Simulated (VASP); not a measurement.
Computed with rev-vdW-DF2, VASP's PBE PAW potentials (set 64) (plane waves; VASP).

VASP ran on this input.

**KPOINTS**
```
k-points along high-symmetry lines
10
Line-mode
Reciprocal
  0.000000   0.000000   0.000000 ! GAMMA
  0.500000  -0.000000   0.000000 ! M

  0.500000  -0.000000   0.000000 ! M
  0.333333   0.333333   0.000000 ! K

  0.333333   0.333333   0.000000 ! K
  0.000000   0.000000   0.000000 ! GAMMA

  0.000000   0.000000   0.000000 ! GAMMA
  0.000000   0.000000   0.500000 ! A

  0.000000   0.000000   0.500000 ! A
  0.500000  -0.000000   0.500000 ! L

  0.500000  -0.000000   0.500000 ! L
  0.333333   0.333333   0.500000 ! H

  0.333333   0.333333   0.500000 ! H
  0.000000   0.000000   0.500000 ! A

  0.500000  -0.000000   0.500000 ! L
  0.500000  -0.000000   0.000000 ! M

  0.333333   0.333333   0.500000 ! H
  0.333333   0.333333   0.000000 ! K
```

POSCAR:
```
PtS2
1
    1.7934412380    -3.1063314179     0.0000000000
    1.7934412380     3.1063314179     0.0000000000
    0.0000000000     0.0000000000     4.8684193068
Pt S
1 2
Direct
  0.0000000000   0.0000000000   0.0000000000
  0.3333330000   0.6666670000   0.2507925845
  0.6666670000   0.3333330000   0.7492074155
```

### INCAR
```
# general
SYSTEM  =PtS2
PREC    =Accurate
ENCUT   =520
LREAL   =F   # projection in real space or not
LASPH   =T
ICHARG  =11   # fixed density

# electronic loop
EDIFF   =1E-7   # SCF stop (eV)
NELM    =100
ALGO    =Normal   # blocked Davidson
LMAXMIX =6   # l cut-off of mixed one-centre charges

# smearing
ISMEAR  =0   # Gaussian
SIGMA   =0.05

# functional
GGA     =MK
LUSE_VDW=T
AGGAC   =0.0
PARAM1  =0.1234568
PARAM2  =0.7114
ZAB_VDW =-1.8867

# output
LWAVE   =F
LCHARG  =F
LORBIT  =11
```

POTCAR, in this order: Pt S (PBE.64 set). Program: vasp_std. Read from the step before: CHGCAR.

What VASP printed:

**OUTCAR**
```
 ion  position               nearest neighbor table
   1  0.000  0.000  0.000-   2 2.40   3 2.40   3 2.40   2 2.40   3 2.40   2 2.40
   2  0.333  0.667  0.251-   1 2.40   1 2.40   1 2.40
   3  0.667  0.333  0.749-   1 2.40   1 2.40   1 2.40
  LATTYP: Found a hexagonal cell.
 ALAT       =     3.5868825395
 C/A-ratio  =     1.3572842861
 Subroutine PRICEL returns:
 Original cell was already a primitive cell.
 Subroutine GETGRP returns: Found 12 space group operations
The static configuration has the point symmetry D_3d.
The dynamic configuration has the point symmetry D_3d.
 Subroutine INISYM returns: Found 12 space group operations
   k-points           NKPTS =     90   k-points in BZ     NKDIM =     90   number of bands    NBANDS=     15
   number of dos      NEDOS =    301   number of ions     NIONS =      3
   total plane-waves  NPLWV =  28224
   dimension x,y,z NGX =    28 NGY =   28 NGZ =   36
   dimension x,y,z NGXF=    56 NGYF=   56 NGZF=   72
   ions per type =               1   2
   PREC   = accura    normal or accurate (medium, high low for compatibility)
   ISTART =      0    job   : 0-new  1-cont  2-samecut
   ICHARG =     11    charge: 1-file 2-atom 10-const
   ISPIN  =      1    spin polarized calculation?
   LNONCOLLINEAR =      F non collinear calculations
   LSORBIT =      F    spin-orbit coupling
...
```

### OSZICAR
```
       N       E                     dE             d eps       ncg     rms          rms(c)
DAV:   1     0.121810802418E+03    0.12181E+03   -0.10706E+04  2716   0.131E+03
DAV:   2    -0.598114777291E+01   -0.12779E+03   -0.12504E+03  3499   0.250E+02
DAV:   3    -0.106571802566E+02   -0.46760E+01   -0.46338E+01  3309   0.506E+01
DAV:   4    -0.107116072247E+02   -0.54427E-01   -0.54415E-01  3526   0.593E+00
DAV:   5    -0.107125712334E+02   -0.96401E-03   -0.96399E-03  3498   0.766E-01
DAV:   6    -0.107125995955E+02   -0.28362E-04   -0.28362E-04  3647   0.125E-01
DAV:   7    -0.107126004703E+02   -0.87479E-06   -0.87390E-06  3533   0.203E-02
DAV:   8    -0.107126005048E+02   -0.34491E-07   -0.35462E-07  3552   0.381E-03
   1 F= -.10712601E+02 E0= -.10712600E+02  d E =-.240034E-06
```

File OUTCAR:
```
 val. band max:        7.0711957121   @ k =   0.0000   0.0000   0.0000

 cond. band min:       7.3611956860   @ k =   0.1481   0.1481   0.5000



 k-point     1 :       0.0000    0.0000    0.0000
  band No.  band energies     occupation
      1      -8.3959      2.00000
      2      -5.3452      2.00000
      3      -0.1212      2.00000
      4       0.3610      2.00000
      5       0.3610      2.00000
      6       3.0955      2.00000
      7       3.0955      2.00000
      8       4.7836      2.00000
      9       5.7077      2.00000
     10       5.7078      2.00000
     11       7.0712      1.99998
     12       8.5803      0.00000
     13       8.5803      0.00000
     14      11.1575      0.00000
     15      12.0190      0.00000

 k-point     2 :       0.0556    0.0000    0.0000
  band No.  band energies     occupation
      1      -8.3578      2.00000
      2      -5.3676      2.00000
      3      -0.0787      2.00000
      4       0.3861      2.00000
      5       0.3950      2.00000
      6       3.0411      2.00000
      7       3.0640      2.00000
      8       4.6850      2.00000
      9       5.6526      2.00000
     10       5.7026      2.00000
     11       7.0138      2.00000
     12       8.4980      0.00000
     13       8.5737      0.00000
     14      11.3953      0.00000
     15      12.1844      0.00000

 k-point     3 :       0.1111    0.0000    0.0000
  band No.  band energies     occupation
      1      -8.2452      2.00000
      2      -5.4315      2.00000
      3       0.0451      2.00000
      4       0.4585      2.00000
      5       0.4955      2.00000
      6       2.8646      2.00000
      7       2.9821      2.00000
      8       4.4155      2.00000
      9       5.5357      2.00000
     10       5.6683      2.00000
     11       6.8108      2.00000
     12       8.3911      0.00000
     13       8.5733      0.00000
     14      11.9333      0.00000
     15      12.6126      0.00000

...
```

The density is held fixed in this step, so its total energy and stress have no physical meaning. Unless said otherwise, spin-orbit coupling is left out, though it shifts the bands of the heavy elements here.

The compound is PtS2 in the 1T layered structure. It was relaxed first.
